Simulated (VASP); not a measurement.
LaSi3Ir, 10 atoms in the cell. The cell holds a amorphous, 10 atoms: a = 5.578 Å, b = 5.905 Å, c = 5.761 Å, α = 84.63°, β = 91.04°, γ = 100.71°. The cell was built by a generator and needn't be a form met in nature.

```yaml
Program: VASP 6.6.1
Task: single point
Functional: PBE
Potentials_or_basis: VASP PAW PBE potentials, release 64 (Ir, Si, La)
Cutoff: 520 eV
k_mesh: 3 × 3 × 3
Occupations: gaussian, width 0.1 eV
Spin: no spin polarisation
Dipole_correction: no
Further_INCAR_settings: ALGO = Fast; EDIFF = 1e-06; NBANDS = 43
```

Potentials or basis: VASP PAW PBE potentials, release 64 (Ir, Si, La).

The run is started by

```console
$ cat potpaw_PBE.64/Ir/POTCAR potpaw_PBE.64/Si/POTCAR potpaw_PBE.64/La/POTCAR > POTCAR
$ mpirun -np 1 vasp_std > vasp.out
```

Hardware: 1 thread of Intel(R) Xeon(R) Platinum 8175M CPU @ 2.50GHz (Skylake/Cascade Lake), with other jobs on the host.

Task: How long does it take, and how much memory?

Result: Wall time 12 min on 1 thread of Intel(R) Xeon(R) Platinum 8175M CPU @ 2.50GHz (Skylake/Cascade Lake), on a shared host, peak memory 0.35 GiB. Counts: scf iterations 47, k points 14.
